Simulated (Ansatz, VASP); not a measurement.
# BiAs: VASP beside Ansatz, part 2 of 2

Wanted: the spread between two codes on one cell, functional and k mesh. The cell is generated by rule, not measured, and may not be a known phase. The cell is taken from a series of runs on this material, whose earlier steps may have relaxed, scaled, displaced or heated it; both programs get it as it stands.

VASP 6.6.1 and Ansatz 0.2.0.

So far: Set-up; VASP: relaxation of cell and atoms, PBEsol, pair 1; Ansatz: relaxation of cell and atoms, PBEsol, pair 1; Comparison.

### 5. Ansatz: relaxation of cell and atoms, PBEsol, pair 2

Level of this step: Ansatz beside VASP: Kohn-Sham DFT, plane waves, PBEsol (Ansatz).

The relaxed volume is the usual yardstick between codes: in a stiff, nearly cubic crystal its relative difference is about their pressure difference at one cell divided by the bulk modulus. This pair takes another cell of the material, with 8 atoms against 2 for the pair before.

The cell is taken from a series of runs on this material, whose earlier steps may have relaxed, scaled, displaced or heated it; both programs get it as it stands.

Contents of input.yaml:

```yaml
crystal:
  lattice:
    - [4.1530496395, 0.0, 0.0]
    - [-2.0765248198, 3.596646491, 0.0]
    - [0.0, 0.0, 14.2125016762]
  atoms:
    - { symbol: Bi, position: [0.6666666667, 0.3333333333, 0.8775264778] }
    - { symbol: Bi, position: [0.3333333333, 0.6666666667, 0.3775264778] }
    - { symbol: Bi, position: [0.6666666667, 0.3333333333, 0.6224735222] }
    - { symbol: Bi, position: [0.3333333333, 0.6666666667, 0.1224735222] }
    - { symbol: As, position: [0.0, 0.0, 0.5] }
    - { symbol: As, position: [0.0, 0.0, 0.0] }
    - { symbol: As, position: [0.6666666667, 0.3333333333, 0.25] }
    - { symbol: As, position: [0.3333333333, 0.6666666667, 0.75] }
kpoints:
  mp_grid: { grid: [9, 9, 4] }
hamiltonian:
  xc: pbesol
scf:
  occupations: { method: methfessel_paxton, width: 0.15 }
output:
  forces: true
  stress: true
  eigenvalues: true
relax:
  adjacent_minimum: "off"
  f_tol: 0.001
  max_steps: 60
  cell: { stress_tol: 0.01 }
```

On the command line:

```
> ansatz run input.yaml --threads 4 --pin off --max-ram 7168MiB --backend cpu --events-out ev --progress --plain --runs-dir out
```

Numbers of over 12 decimals in the logs are rounded to 6 here.

Output:

```text
[...]
Crystal: 8 atoms, lattice volume = 212.293 Å³
Basis set: ecut = 420 eV, 4109 PW (Γ), exchange–correlation on 60×60×192 points (8 copies of the dense FFT grid, shifted against one another)
Bands: 72, of which v1, the nominal top of the filled ones, is band 60 counted from 1 (59 counted from 0)
Symmetry: 24 space group operations
[...]
k-points: 36 of 324
[...]
- [0.0, 0.0, 14.216032]
  atoms:
    - { symbol: Bi, position: [0.666667, 0.333333, 0.877453] }
    - { symbol: Bi, position: [0.333333, 0.666667, 0.377453] }
    - { symbol: Bi, position: [0.666667, 0.333333, 0.622547] }
    - { symbol: Bi, position: [0.333333, 0.666667, 0.122547] }
    - { symbol: As, position: [0, 0, 0.5] }
    - { symbol: As, position: [0, 0, 0] }
    - { symbol: As, position: [0.666667, 0.333333, 0.25] }
    - { symbol: As, position: [0.333333, 0.666667, 0.75] }
[key lines of the parts left out:]
SCF converged after 6 iterations
Free energy (F): -68219.772319 eV
Fermi energy:    10.783719 eV
P = ⅓ Tr σ = -0.0004 GPa (-0.004 kbar)
```

### 6. VASP: relaxation of cell and atoms, PBEsol, pair 2

The same cell, functional, mesh and smearing now go to VASP, with its own data sets.

Contents of INCAR:

```
SYSTEM = BiAs
PREC = Accurate
ENCUT = 500
EDIFF = 1E-07
NELM = 120
ISMEAR = 1
SIGMA = 0.15
LREAL = .FALSE.
ALGO = Normal
GGA = PS
NBANDS = 49
LORBIT = 11
LWAVE = .FALSE.
LCHARG = .FALSE.
ISIF = 3
IBRION = 2
NSW = 80
EDIFFG = -0.005
LASPH = .TRUE.
GGA_COMPAT = .FALSE.
NELMIN = 4
KPAR = 2
```

Contents of POSCAR:

```
BiAs
1.0
    4.1530500000      0.0000000000      0.0000000000
   -2.0765250000      3.5966460000      0.0000000000
    0.0000000000      0.0000000000     14.2125020000
Bi As
4 4
Direct
    0.6666666667      0.3333333333      0.8775264904
    0.3333333333      0.6666666667      0.3775264904
    0.6666666667      0.3333333333      0.6224735096
    0.3333333333      0.6666666667      0.1224735096
    0.0000000000      0.0000000000      0.5000000000
    0.0000000000      0.0000000000      0.0000000000
    0.6666666667      0.3333333333      0.2499999648
    0.3333333333      0.6666666667      0.7499999648
```

Contents of KPOINTS:

```
Automatic mesh
0
Gamma
9 9 4
0 0 0
```

PAW data sets: Bi_d and As (PBE family, release 64).

On the command line:

```
> mpirun -np 2 vasp_std
```

Output:

```text
[banner, memory and clock lines left out]
running    2 mpi-ranks, on    1 nodes
[...]
[... a notice as in an earlier step ...]

 LDA part: xc-table for (Slater+PW92), standard interpolation
 POSCAR, INCAR and KPOINTS ok, starting setup
[...]
entering main loop
       N       E                     dE             d eps       ncg     rms          rms(c)
DAV:   1     0.865403620956E+03    0.86540E+03   -0.37698E+04  3528   0.175E+03
DAV:   2     0.784600883664E+02   -0.78694E+03   -0.76394E+03  3528   0.479E+02
DAV:   3    -0.311803242101E+02   -0.10964E+03   -0.10446E+03  4194   0.189E+02
DAV:   4    -0.377274608780E+02   -0.65471E+01   -0.63597E+01  4150   0.445E+01
[...]
DAV:  14    -0.373269051164E+02   -0.47847E-06   -0.19048E-07  2816   0.316E-03    0.882E-04
DAV:  15    -0.373269052659E+02   -0.14951E-06   -0.13691E-07  2717   0.188E-03    0.312E-04
DAV:  16    -0.373269052559E+02    0.10008E-07   -0.29673E-08  2307   0.104E-03
   1 F= -.37326905E+02 E0= -.37328182E+02  d E =-.373269E+02
[... from here on, the cycles between the ionic steps are left out ...]
   2 F= -.37326954E+02 E0= -.37328249E+02  d E =-.483919E-04
   3 F= -.37326968E+02 E0= -.37328258E+02  d E =-.632423E-04
   4 F= -.37326979E+02 E0= -.37328274E+02  d E =-.106759E-04
 trial-energy change:   -0.000011  1 .order   -0.000011   -0.000015   -0.000007
 step:   1.6401(harm=  1.6401)  dis= 0.00076  next Energy=   -37.326982 (dE=-0.136E-04)
 reached required accuracy - stopping structural energy minimisation
```

OUTCAR, selected parts (step 6):

```text
  Total       -0.0121158     -0.0121158     -0.0030055      0.0000000      0.0000000      0.0000000
  in kB       -0.0913395     -0.0913395     -0.0226583      0.0000000      0.0000000      0.0000000
  external PRESSURE =      -0.0684458 kB  Pullay stress =       0.0000000 kB

 POSITION                                       TOTAL-FORCE (eV/Angst)
 -----------------------------------------------------------------------------------
      2.07719      1.19927     12.47644         0.000000     -0.000000     -0.003438
     -0.00000      2.39854      5.36711         0.000000     -0.000000     -0.003438
      2.07719      1.19927      8.85157        -0.000000      0.000000      0.003438
     -0.00000      2.39854      1.74223        -0.000000      0.000000      0.003438
      2.07719      3.59780      7.10934         0.000000     -0.000000      0.000000
      2.07719      3.59780     -0.00000         0.000000     -0.000000      0.000000
      2.07719      1.19927      3.55467         0.000000     -0.000000      0.000000
     -0.00000      2.39854     10.66400        -0.000000      0.000000      0.000000
 -----------------------------------------------------------------------------------
    total drift:                               -0.000000      0.000000      0.000128

  FREE ENERGIE OF THE ION-ELECTRON SYSTEM (eV)
  ---------------------------------------------------
  free  energy   TOTEN  =       -37.3269791740 eV

  energy  without entropy=      -37.3308636130  energy(sigma->0) =      -37.32827399

[... 1 part as in an earlier step ...]

[... 3 further parts left out ...]
[key lines of the parts left out:]
E-fermi :   6.3796
```

### 7. Side by side

What differs besides the data sets and the points named for the pairs above, as far as they apply: the data sets hold 120 valence electrons in Ansatz (on its default PAW (the set named soft_2) files) and 80 in VASP. Total energies have different zeros and are not compared.

Compared:

```
                                         quantity  Ansatz    VASP  difference
                                      volume (Å³)  212.31  212.52     -0.10 %
edge a after relaxation, in the typed setting (Å)   4.153   4.154     -0.04 %
edge c after relaxation, in the typed setting (Å)  14.216  14.219     -0.02 %
```

### 8. VASP: relaxation of cell and atoms, PBEsol, pair 3

The relaxed volume is the usual yardstick between codes: in a stiff, nearly cubic crystal its relative difference is about their pressure difference at one cell divided by the bulk modulus. Its start cell is another than that of the pair before, and may be another structure of the material.

INCAR is that of step 6.

Contents of POSCAR:

```
BiAs
1.0
    0.0000000000      0.0000000000     -6.5984020000
    6.5984020000      0.0000000000      0.0000000000
    3.2992010000     -6.5984020000     -3.2992010000
Bi As
4 4
Direct
    0.5145163935      0.4854836065      0.0000000000
    0.9854836065      0.0145163935      0.0000000000
    0.2645163935      0.7645163935      0.5000000000
    0.7354834549      0.2354836065      0.5000000000
    0.6249999621      0.6249999621      0.2499999242
    0.1249999621      0.1249999621      0.2499999242
    0.3583292591      0.8583292591      0.7833413302
    0.8916706651      0.3916706651      0.7166585182
```

Contents of KPOINTS:

```
Automatic mesh
0
Gamma
6 6 6
0 0 0
```

On the command line:

```
> mpirun -np 2 vasp_std
```

Output:

```text
[... set-up lines as in an earlier step ...]
 entering main loop
       N       E                     dE             d eps       ncg     rms          rms(c)
DAV:   1     0.806298850912E+03    0.80630E+03   -0.36558E+04  2940   0.159E+03
DAV:   2     0.657984266100E+02   -0.74050E+03   -0.71995E+03  3052   0.427E+02
DAV:   3    -0.306835381674E+02   -0.96482E+02   -0.92654E+02  3667   0.175E+02
DAV:   4    -0.358905320916E+02   -0.52070E+01   -0.51053E+01  3355   0.411E+01
[...]
DAV:  15    -0.353379168980E+02   -0.56107E-06   -0.37662E-07  2984   0.308E-03    0.191E-03
DAV:  16    -0.353379167129E+02    0.18515E-06   -0.18215E-07  2352   0.329E-03    0.678E-04
DAV:  17    -0.353379166992E+02    0.13666E-07   -0.68788E-08  1904   0.114E-03
   1 F= -.35337917E+02 E0= -.35339391E+02  d E =-.353379E+02
[... from here on, the cycles between the ionic steps are left out ...]
   2 F= -.35340360E+02 E0= -.35341742E+02  d E =-.244299E-02
   4 F= -.35340844E+02 E0= -.35342277E+02  d E =-.196754E-03
   5 F= -.35341013E+02 E0= -.35342500E+02  d E =-.365670E-03
   6 F= -.35341013E+02 E0= -.35342502E+02  d E =-.365821E-03
   7 F= -.35341033E+02 E0= -.35342518E+02  d E =-.203934E-04
   8 F= -.35341087E+02 E0= -.35342557E+02  d E =-.744866E-04
   9 F= -.35341163E+02 E0= -.35342600E+02  d E =-.150606E-03
  10 F= -.35341184E+02 E0= -.35342545E+02  d E =-.171189E-03
  11 F= -.35341197E+02 E0= -.35342590E+02  d E =-.184193E-03
  12 F= -.35341208E+02 E0= -.35342596E+02  d E =-.107987E-04
  13 F= -.35341232E+02 E0= -.35342605E+02  d E =-.353595E-04
  14 F= -.35341247E+02 E0= -.35342590E+02  d E =-.497445E-04
[...]
reached required accuracy - stopping structural energy minimisation
```

Parts of OUTCAR (step 8):

```text
  Total        0.0112498      0.0060812      0.0112498      0.0000000      0.0000000     -0.0000000
  in kB        0.0632965      0.0342158      0.0632965      0.0000000      0.0000000     -0.0000000
  external PRESSURE =       0.0536029 kB  Pullay stress =       0.0000000 kB

 POSITION                                       TOTAL-FORCE (eV/Angst)
 -----------------------------------------------------------------------------------
      3.20320     -0.00004     -3.39532         0.000729      0.001258      0.000729
      0.09606     -0.00004     -6.50246        -0.000729      0.001258     -0.000729
      6.69459     -3.26998     -3.39532        -0.000729     -0.001258      0.000729
      3.20320     -3.26998     -6.50246         0.000729     -0.001258     -0.000729
      4.94889     -1.63501     -4.94889        -0.000000      0.000000     -0.000000
      1.64963     -1.63501     -1.64963        -0.000000      0.000000     -0.000000
      8.24816     -5.14133     -4.94889        -0.000000     -0.000057     -0.000000
      4.94889     -4.66875     -8.24816        -0.000000      0.000057     -0.000000
 -----------------------------------------------------------------------------------
    total drift:                               -0.000462     -0.001426     -0.001918

  FREE ENERGIE OF THE ION-ELECTRON SYSTEM (eV)
  ---------------------------------------------------
  free  energy   TOTEN  =       -35.3412467387 eV

  energy  without entropy=      -35.3452757657  energy(sigma->0) =      -35.34258975

[... 1 part as in an earlier step ...]

[... 3 further parts left out ...]
[key lines of the parts left out:]
E-fermi :   3.7081
```

The run keeps the 8 symmetry operations of its start, so it cannot find a distortion of lower symmetry.

### 9. Ansatz: relaxation of cell and atoms, PBEsol, pair 3

The same cell, functional, mesh and smearing now go to Ansatz, which takes its cutoff from its data sets.

The cell is taken from a series of runs on this material, whose earlier steps may have relaxed, scaled, displaced or heated it; both programs get it as it stands.

Contents of input.yaml:

```yaml
crystal:
  lattice:
    - [0.0, 0.0, -6.5984015635]
    - [6.5984015635, 0.0, 0.0]
    - [3.2992007818, -6.5984015635, -3.2992007818]
  atoms:
    - { symbol: Bi, position: [0.5145164143, 0.4854835857, 0.0] }
    - { symbol: Bi, position: [-0.0145164143, 0.0145164143, 0.0] }
    - { symbol: Bi, position: [0.2645164143, 0.7645164143, 0.5] }
    - { symbol: Bi, position: [0.7354835857, 0.2354835857, 0.5] }
    - { symbol: As, position: [0.625, 0.625, 0.25] }
    - { symbol: As, position: [0.125, 0.125, 0.25] }
    - { symbol: As, position: [0.3583292959, 0.8583292959, 0.7833414082] }
    - { symbol: As, position: [0.8916707041, 0.3916707041, 0.7166585918] }
kpoints:
  mp_grid: { grid: [6, 6, 6] }
hamiltonian:
  xc: pbesol
scf:
  occupations: { method: methfessel_paxton, width: 0.15 }
output:
  forces: true
  stress: true
  eigenvalues: true
relax:
  adjacent_minimum: "off"
  f_tol: 0.002
  max_steps: 120
  cell: { stress_tol: 0.03 }
```

On the command line:

```
> ansatz run input.yaml --threads 4 --pin off --max-ram 7168MiB --backend cpu --events-out ev --progress --plain --runs-dir out
```

Output:

```text
[...]
Crystal: 8 atoms, lattice volume = 287.287 Å³
Basis set: ecut = 420 eV, 5647 PW (Γ), exchange–correlation on 90×90×120 points (8 copies of the dense FFT grid, shifted against one another)
Bands: 72, of which v1, the nominal top of the filled ones, is band 60 counted from 1 (59 counted from 0)
Symmetry: 8 space group operations
[...]
k-points: 30 of 216 (time reversal used)
[...]
- { symbol: Bi, position: [-0.014482, 0.014471, 1.0937629044030905e-5] }
    - { symbol: Bi, position: [0.264482, 0.764482, 0.499989] }
    - { symbol: Bi, position: [0.735529, 0.235529, 0.499989] }
    - { symbol: As, position: [0.625000, 0.625000, 0.250000] }
    - { symbol: As, position: [0.125000, 0.125000, 0.250000] }
    - { symbol: As, position: [0.357028, 0.857028, 0.785945] }
    - { symbol: As, position: [0.892972, 0.392972, 0.714055] }
[key lines of the parts left out:]
SCF converged after 5 iterations
Free energy (F): -68217.778791 eV
Fermi energy:    6.985009 eV
P = ⅓ Tr σ = -0.0002 GPa (-0.002 kbar)
```

### 10. Comparison

What differs besides the data sets and the points named for the pairs above, as far as they apply: the data sets hold 120 valence electrons in Ansatz (on its default PAW (the set named soft_2) files) and 80 in VASP. Total energies have different zeros and are not compared.

The two programs side by side:

```
                                         quantity  Ansatz    VASP  difference
                                      volume (Å³)  284.61  284.76     -0.05 %
edge a after relaxation, in the typed setting (Å)   6.589   6.598     -0.15 %
edge c after relaxation, in the typed setting (Å)   8.043   8.034     +0.11 %
```

### 11. Outcome

```
difference in volume (relaxation of cell and atoms, PBEsol, pair 1)                                        : -0.039 %
difference in volume (relaxation of cell and atoms, PBEsol, pair 2)                                        : -0.100 %
difference in edge a after relaxation, in the typed setting (relaxation of cell and atoms, PBEsol, pair 3) : -0.15 %
```

**Reading.** The difference in edge a after relaxation, in the typed setting is -0.15 % (relaxation of cell and atoms, PBEsol, pair 3), within the 1.2 % picked in this series as the mark of a large difference, as far as the stopping tolerances let one tell. The data sets hold unlike numbers of valence electrons (30 in Ansatz and 20 in VASP and 120 in Ansatz and 80 in VASP), so part of the differences comes from the potentials. 2 further runs of this series are not shown here. How closely two codes agree says nothing of how well the functional describes the real material.

[Lines on the potential files, build, host, timing and source positions are cut from VASP's logs without a mark.]

[Logs are printed without paths, hosts, clocks, repeated set-up lines and the standing remarks that a program may print on its own settings, such as how far it seeks lower states.]

[Hosts, paths, dates, database ids (printed as entryN), source tags and the programs' standing remarks are cut or masked in the printed files.]
